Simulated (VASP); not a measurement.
All values below come from PBEsol GGA, VASP's PBE PAW potentials (set 64) (plane waves; VASP).

VASP input:

KPOINTS:
```
K-points
0
G
  12 12 12
```

File POSCAR:
```
BBi
1
   -0.0000000000     2.5631219249     2.5631219249
    2.5631219249    -0.0000000000     2.5631219249
    2.5631219249     2.5631219249    -0.0000000000
B Bi
1 1
Direct
  0.0000000000   0.0000000000   0.0000000000
  0.5000000000   0.5000000000   0.5000000000
```

### INCAR
```
SYSTEM  =  BBi
PREC  =  Accurate; ENCUT  =  620; LREAL  =  .FALSE.
LASPH  =  .TRUE.
EDIFF  =  1E-6; NELM  =  100; ALGO  =  Normal
LMAXMIX  =  4
ISMEAR  =  1; SIGMA  =  0.1
GGA  =  PS
IBRION  =  2; NSW  =  40; ISIF  =  3
EDIFFG  =  -0.02; PSTRESS  =  50
LWAVE  =  .FALSE.; LCHARG  =  .FALSE.
```

POTCAR, in this order: B Bi_d (PBE.64 set). Program: vasp_std.

Output of the run:

File OSZICAR:
```
       N       E                     dE             d eps       ncg     rms          rms(c)
DAV:   1     0.133810771463E+03    0.13381E+03   -0.11374E+04  1877   0.195E+03
DAV:   2    -0.101372394817E+01   -0.13482E+03   -0.13138E+03  1952   0.405E+02
DAV:   3    -0.921789816410E+01   -0.82042E+01   -0.80374E+01  2407   0.984E+01
DAV:   4    -0.940390039443E+01   -0.18600E+00   -0.18536E+00  2225   0.157E+01
DAV:   5    -0.940936758556E+01   -0.54672E-02   -0.54668E-02  2483   0.246E+00    0.279E+00
DAV:   6    -0.903302542005E+01    0.37634E+00   -0.84412E-01  2437   0.876E+00    0.976E-01
DAV:   7    -0.902208895078E+01    0.10936E-01   -0.11626E-01  2370   0.216E+00    0.474E-01
DAV:   8    -0.901992300390E+01    0.21659E-02   -0.73412E-03  2284   0.131E+00    0.678E-02
DAV:   9    -0.901964489616E+01    0.27811E-03   -0.77038E-04  2629   0.390E-01    0.296E-02
DAV:  10    -0.901962891958E+01    0.15977E-04   -0.16323E-04  2355   0.174E-01    0.102E-02
DAV:  11    -0.901962865888E+01    0.26071E-06   -0.16070E-05  2569   0.482E-02    0.373E-03
DAV:  12    -0.901962781048E+01    0.84840E-06   -0.14699E-06  1489   0.130E-02
   1 F= -.79686411E+01 E0= -.79686857E+01  d E =-.796864E+01
```

### OUTCAR
```
------------------------ aborting loop because EDIFF is reached ----------------------------------------
  FORCE on cell =-STRESS in cart. coord.  units (eV):
  Direction    XX          YY          ZZ          XY          YZ          ZX
  --------------------------------------------------------------------------------------
  Total        1.0437448      1.0437448      1.0437448     -0.0000000      0.0000000     -0.0000000
  in kB       49.6554742     49.6554742     49.6554742     -0.0000000      0.0000000     -0.0000000
  external PRESSURE =      -0.3445258 kB  Pullay stress =      50.0000000 kB
  volume of cell :       33.68
      direct lattice vectors                 reciprocal lattice vectors
     0.000000000  2.563121925  2.563121925    -0.195074606  0.195074606  0.195074606
     2.563121925  0.000000000  2.563121925     0.195074606 -0.195074606  0.195074606
     2.563121925  2.563121925  0.000000000     0.195074606  0.195074606 -0.195074606
 POSITION                                       TOTAL-FORCE (eV/Angst)
 -----------------------------------------------------------------------------------
      0.00000      0.00000      0.00000        -0.000000     -0.000000      0.000000
      2.56312      2.56312      2.56312         0.000000      0.000000     -0.000000
 -----------------------------------------------------------------------------------
    total drift:                                0.000000     -0.000000      0.000000
  FREE ENERGIE OF THE ION-ELECTRON SYSTEM (eV)
  ---------------------------------------------------
  free  energy   TOTEN  =        -9.0196278105 eV

  energy  without entropy=       -9.0197614936  energy(sigma->0) =       -9.01967237
  enthalpy is  TOTEN    =        -7.9686411245 eV   P V=        1.0509866860

 reached required accuracy - stopping structural energy minimisation
```
(Selected blocks of OUTCAR.)

The structure was generated: BBi was put into the rock salt type (Fm-3m), which need not be its known phase. It was relaxed first under an external pressure of 5 GPa.
